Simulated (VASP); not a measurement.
Output of a VASP run:

File OSZICAR:
```
...
RMM:   6    -0.464928146169E+03   -0.38623E-05   -0.59907E-05   279   0.173E-02
   6 F= -.46492815E+03 E0= -.46492815E+03  d E =-.176339E-01
       N       E                     dE             d eps       ncg     rms          rms(c)
DAV:   1    -0.464928169139E+03   -0.26832E-04   -0.27760E-03   388   0.139E-01    0.155E-02
RMM:   2    -0.464928172224E+03   -0.30858E-05   -0.60997E-05   297   0.196E-02    0.743E-03
RMM:   3    -0.464928172141E+03    0.83099E-07   -0.10796E-05   191   0.771E-03    0.398E-03
RMM:   4    -0.464928172159E+03   -0.17422E-07   -0.24174E-06   189   0.323E-03
   7 F= -.46492817E+03 E0= -.46492817E+03  d E =-.176599E-01
       N       E                     dE             d eps       ncg     rms          rms(c)
DAV:   1    -0.464932479957E+03   -0.43078E-02   -0.50675E-01   324   0.191E+00    0.191E-01
RMM:   2    -0.464932605966E+03   -0.12601E-03   -0.88618E-03   322   0.231E-01    0.862E-02
RMM:   3    -0.464932542924E+03    0.63042E-04   -0.18427E-03   325   0.940E-02    0.429E-02
RMM:   4    -0.464932556398E+03   -0.13474E-04   -0.40443E-04   338   0.404E-02    0.191E-02
RMM:   5    -0.464932559722E+03   -0.33240E-05   -0.51519E-05   258   0.169E-02
   8 F= -.46493256E+03 E0= -.46493256E+03  d E =-.438756E-02
       N       E                     dE             d eps       ncg     rms          rms(c)
DAV:   1    -0.464932620599E+03   -0.64201E-04   -0.78509E-03   380   0.237E-01    0.242E-02
RMM:   2    -0.464932624632E+03   -0.40330E-05   -0.15293E-04   322   0.304E-02    0.111E-02
RMM:   3    -0.464932624520E+03    0.11258E-06   -0.32723E-05   225   0.125E-02    0.593E-03
RMM:   4    -0.464932624697E+03   -0.17705E-06   -0.58476E-06   190   0.521E-03
   9 F= -.46493262E+03 E0= -.46493262E+03  d E =-.445254E-02
       N       E                     dE             d eps       ncg     rms          rms(c)
DAV:   1    -0.464934432003E+03   -0.18075E-02   -0.25054E-01   322   0.134E+00    0.124E-01
RMM:   2    -0.464934461923E+03   -0.29921E-04   -0.33515E-03   322   0.144E-01    0.557E-02
RMM:   3    -0.464934418706E+03    0.43218E-04   -0.77885E-04   325   0.595E-02    0.245E-02
RMM:   4    -0.464934431098E+03   -0.12392E-04   -0.20577E-04   342   0.262E-02    0.128E-02
RMM:   5    -0.464934432366E+03   -0.12680E-05   -0.20081E-05   206   0.104E-02
  10 F= -.46493443E+03 E0= -.46493443E+03  d E =-.180767E-02
       N       E                     dE             d eps       ncg     rms          rms(c)
DAV:   1    -0.464934625498E+03   -0.19440E-03   -0.45780E-02   348   0.573E-01    0.529E-02
RMM:   2    -0.464934632697E+03   -0.71990E-05   -0.62739E-04   322   0.621E-02    0.239E-02
RMM:   3    -0.464934626080E+03    0.66177E-05   -0.15031E-04   327   0.258E-02    0.108E-02
RMM:   4    -0.464934627993E+03   -0.19129E-05   -0.33900E-05   225   0.113E-02
  11 F= -.46493463E+03 E0= -.46493463E+03  d E =-.200330E-02
       N       E                     dE             d eps       ncg     rms          rms(c)
DAV:   1    -0.464935207433E+03   -0.58135E-03   -0.10616E-01   322   0.874E-01    0.832E-02
RMM:   2    -0.464935225971E+03   -0.18538E-04   -0.16856E-03   322   0.101E-01    0.386E-02
RMM:   3    -0.464935215030E+03    0.10941E-04   -0.41990E-04   330   0.422E-02    0.191E-02
RMM:   4    -0.464935219532E+03   -0.45017E-05   -0.82829E-05   305   0.180E-02
  12 F= -.46493522E+03 E0= -.46493522E+03  d E =-.591539E-03
```

File OUTCAR:
```
------------------------ aborting loop because EDIFF is reached ----------------------------------------
  FORCE on cell =-STRESS in cart. coord.  units (eV):
  Direction    XX          YY          ZZ          XY          YZ          ZX
  --------------------------------------------------------------------------------------
  Total       14.6673685     14.6970829     14.6853484     -0.0012174      0.0181620      0.0202101
  in kB       34.9782969     35.0491589     35.0211746     -0.0029032      0.0433123      0.0481964
  external PRESSURE =      35.0162101 kB  Pullay stress =       0.0000000 kB
  volume of cell :      671.84
      direct lattice vectors                 reciprocal lattice vectors
     8.758331436  0.000000000  0.000000000     0.114176999  0.000000000  0.000000000
     0.000000000  8.758331436  0.000000000     0.000000000  0.114176999  0.000000000
     0.000000000  0.000000000  8.758331436     0.000000000  0.000000000  0.114176999
  FREE ENERGIE OF THE ION-ELECTRON SYSTEM (eV)
  ---------------------------------------------------
  free  energy   TOTEN  =      -464.9352195320 eV

  energy  without entropy=     -464.9352195320  energy(sigma->0) =     -464.93521953

 reached required accuracy - stopping structural energy minimisation
```
(Selected blocks of OUTCAR.)

File POSCAR:
```
BC31Si32
1
    8.7583314355     0.0000000000     0.0000000000
    0.0000000000     8.7583314355    -0.0000000000
   -0.0000000000    -0.0000000000     8.7583314355
Si C B
32 31 1
Direct
  0.5000000000   0.0000000000   0.0000000000
  0.7500000000   0.2500000000   0.0000000000
  0.7500000000   0.0000000000   0.2500000000
  0.0000000000   0.0000000000   0.0000000000
  0.2500000000   0.2500000000   0.0000000000
  0.5000000000   0.5000000000   0.0000000000
  0.7500000000   0.7500000000   0.0000000000
  0.2500000000   0.0000000000   0.2500000000
  0.4943630000   0.2545240000   0.2483280000
  0.7493970000   0.5046840000   0.2516320000
  0.5000000000   0.0000000000   0.5000000000
  0.7503080000   0.2470750000   0.4945920000
  0.7500000000   0.0000000000   0.7500000000
  0.0000000000   0.5000000000   0.0000000000
  0.2500000000   0.7500000000   0.0000000000
  0.0000000000   0.2500000000   0.2500000000
  0.2500000000   0.5000000000   0.2500000000
  0.5000000000   0.7500000000   0.2500000000
  0.0000000000   0.0000000000   0.5000000000
  0.2500000000   0.2500000000   0.5000000000
  0.4952420000   0.5010040000   0.5026030000
  0.7500000000   0.7500000000   0.5000000000
  0.2500000000   0.0000000000   0.7500000000
  0.5000000000   0.2500000000   0.7500000000
  0.7500000000   0.5000000000   0.7500000000
  0.0000000000   0.7500000000   0.2500000000
  0.0000000000   0.5000000000   0.5000000000
  0.2500000000   0.7500000000   0.5000000000
  0.0000000000   0.2500000000   0.7500000000
  0.2500000000   0.5000000000   0.7500000000
  0.5000000000   0.7500000000   0.7500000000
  0.0000000000   0.7500000000   0.7500000000
  0.6230690000   0.1199540000   0.1236960000
  0.8698040000   0.3786850000   0.1260540000
  0.8732830000   0.1222160000   0.3693940000
  0.1250000000   0.1250000000   0.1250000000
  0.3773910000   0.3802000000   0.1261690000
  0.6226790000   0.6255120000   0.1303110000
  0.8750000000   0.8750000000   0.1250000000
  0.3727630000   0.1208580000   0.3804490000
  0.8720160000   0.6270220000   0.3741880000
  0.6286910000   0.1265820000   0.6307010000
  0.8771860000   0.3726650000   0.6280960000
  0.8750000000   0.1250000000   0.8750000000
  0.1250000000   0.6250000000   0.1250000000
  0.3750000000   0.8750000000   0.1250000000
  0.1250000000   0.3750000000   0.3750000000
  0.3793210000   0.6273110000   0.3712690000
  0.6250000000   0.8750000000   0.3750000000
  0.1250000000   0.1250000000   0.6250000000
  0.3713450000   0.3739710000   0.6267510000
  0.6198160000   0.6245160000   0.6205750000
  0.8750000000   0.8750000000   0.6250000000
  0.3750000000   0.1250000000   0.8750000000
  0.6250000000   0.3750000000   0.8750000000
  0.8750000000   0.6250000000   0.8750000000
  0.1250000000   0.8750000000   0.3750000000
  0.1250000000   0.6250000000   0.6250000000
  0.3750000000   0.8750000000   0.6250000000
  0.1250000000   0.3750000000   0.8750000000
  0.3750000000   0.6250000000   0.8750000000
  0.6250000000   0.8750000000   0.8750000000
  0.1250000000   0.8750000000   0.8750000000
  0.6298970000   0.3738590000   0.3746380000
```

**Question.** Reconstruct the remaining input files.

**Answer.** This is not unique; one that fits is the input of the run itself, PBE GGA, plane waves, VASP's PBE PAW potentials (set 64).

**INCAR**
```
ALGO  =  Fast
EDIFF  =  1E-5
EDIFFG  =  -0.03
ENCUT  =  400
GGA  =  PE
IBRION  =  2
ISIF  =  2
ISMEAR  =  0
ISYM  =  0
LASPH  =  .TRUE.
LCHARG  =  .FALSE.
LREAL  =  Auto
LWAVE  =  .TRUE.
NELECT  =  256.0
NELM  =  100
NELMIN  =  4
NSW  =  60
PREC  =  Normal
SIGMA  =  0.05
SYSTEM  =  BC31Si32
```

KPOINTS:
```
Automatic
0
G
  1 1 1
```

POTCAR, in this order: Si C B (PBE.64 set). Program: vasp_gam.

At this cut-off the stress carries a Pulay error, which pulls relaxed volumes low. The cell is charged, with a uniform compensating background. The supercell is sampled at Γ alone, which is coarse: total energies, pressure and levels can be off, energies of defects by several tenths of an eV.

The cell is a supercell with a defect, built from SiC (zinc blende): B_C, charge -1. The run is not spin-polarised, so no state with unpaired spins was tried.
